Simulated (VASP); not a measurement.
```
CELL_PARAMETERS angstrom
      8.07153     0.00000     0.00000
      0.00000     8.07153     0.00000
      0.00000     0.00000     8.07153
ATOMIC_POSITIONS crystal
  Al 0.50000 0.00000 0.00000
  Al 0.75000 0.25000 0.00000
  Al 0.75000 0.00000 0.25000
  Al 0.00000 0.00000 0.00000
  Al 0.25000 0.25000 0.00000
  Al 0.50000 0.50000 0.00000
  Al 0.75000 0.75000 0.00000
  Al 0.25000 0.00000 0.25000
  Al 0.50375 0.25581 0.24794
  Al 0.74973 0.49604 0.25497
  Al 0.50000 0.00000 0.50000
  Al 0.75118 0.24432 0.50401
  Al 0.75000 0.00000 0.75000
  Al 0.00000 0.50000 0.00000
  Al 0.25000 0.75000 0.00000
  Al 0.00000 0.25000 0.25000
  Al 0.25252 0.49430 0.25222
  Al 0.49900 0.75497 0.25550
  Al 0.00000 0.00000 0.50000
  Al 0.25108 0.24792 0.49970
  Al 0.75448 0.74798 0.50235
  Al 0.25000 0.00000 0.75000
  Al 0.50120 0.25543 0.75575
  Al 0.75420 0.50525 0.75104
  Al 0.00000 0.75000 0.25000
  Al 0.00000 0.50000 0.50000
  Al 0.24982 0.74782 0.49552
  Al 0.00000 0.25000 0.75000
  Al 0.24786 0.49513 0.74654
  Al 0.50203 0.74621 0.74533
  Al 0.00000 0.75000 0.75000
  Sc 0.49930 0.50284 0.50160
```

These are PBE GGA, VASP's PBE PAW potentials (set 64) (plane waves; VASP) values and carry that method's errors. Settings: PREC = Normal, LREAL = Auto, ISYM = 0, EDIFF = 1E-5, 400 eV cut-off, 3×3×3 Γ-centred mesh, first-order Methfessel-Paxton smearing of 0.10 eV, potentials Al Sc_sv.

Problem. The ions are relaxed. Which structure does the run end with?

Solution. 
```
CELL_PARAMETERS angstrom
      8.07153     0.00000     0.00000
      0.00000     8.07153     0.00000
      0.00000     0.00000     8.07153
ATOMIC_POSITIONS crystal
  Al 0.50030 0.99979 0.00042
  Al 0.75260 0.24850 0.00040
  Al 0.75231 0.99991 0.24868
  Al 0.00035 0.99984 0.00026
  Al 0.24842 0.24820 0.00026
  Al 0.50038 0.50085 0.00047
  Al 0.75187 0.75195 0.00058
  Al 0.24873 0.99968 0.24811
  Al 0.50096 0.24599 0.24597
  Al 0.75455 0.49974 0.24650
  Al 0.50038 0.00038 0.50060
  Al 0.75442 0.24538 0.50120
  Al 0.75199 0.99955 0.75267
  Al 0.00064 0.49976 0.00036
  Al 0.24876 0.75153 0.00027
  Al 0.00043 0.24764 0.24879
  Al 0.24674 0.49924 0.24627
  Al 0.50046 0.75430 0.24716
  Al 0.00063 0.99938 0.50014
  Al 0.24675 0.24541 0.50023
  Al 0.75479 0.75389 0.50042
  Al 0.24875 0.99987 0.75189
  Al 0.50072 0.24648 0.75537
  Al 0.75492 0.50047 0.75462
  Al 0.00060 0.75136 0.24809
  Al 0.00037 0.49916 0.50012
  Al 0.24627 0.75336 0.49976
  Al 0.00050 0.24747 0.75210
  Al 0.24613 0.49950 0.75410
  Al 0.50005 0.75410 0.75390
  Al 0.00063 0.75183 0.75219
  Sc 0.50077 0.49952 0.50054
```

Problem. How much energy does the relaxation gain?

Solution. The energy (σ→0) changes by -5.8 meV/atom, in 8 ionic steps.

The cell is a supercell with a defect, built from Al (fcc): Sc_Al. The run is not spin-polarised, so no state with unpaired spins was tried.
